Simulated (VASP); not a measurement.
```
BaS
1.0
    0.00000     2.86056     2.86056
    2.86056     0.00000     2.86056
    2.86056     2.86056     0.00000
Ba S
1 1
Cartesian
  0.00000   0.00000   0.00000
  2.86056   2.86056   2.86056
```

All values below come from PBEsol GGA, VASP's PBE PAW potentials (set 64) (plane waves; VASP). Settings: 500 eV cut-off, 8×8×8 Γ-centred mesh, Gaussian smearing of 0.050 eV, potentials Ba_sv S.

Unless said otherwise, spin-orbit coupling is left out, though it shifts the bands of the heavy elements here.

Problem. Predict the energy per atom (σ→0), pressure, band gap (on the k-mesh) with the smallest direct gap where there is one.

Solution. 
```json
{
  "band gap (on the k-mesh)": "0.72 eV",
  "smallest direct gap (on the k-mesh)": "0.72 eV",
  "energy per atom (σ→0)": "-4.744 eV/atom",
  "pressure": "29.92 GPa"
}
```

Only differences to runs with the same potentials and settings are physical.

The structure was generated: BaS was put into the rock salt type (Fm-3m), which need not be its known phase. It was relaxed first under an external pressure of 30 GPa.
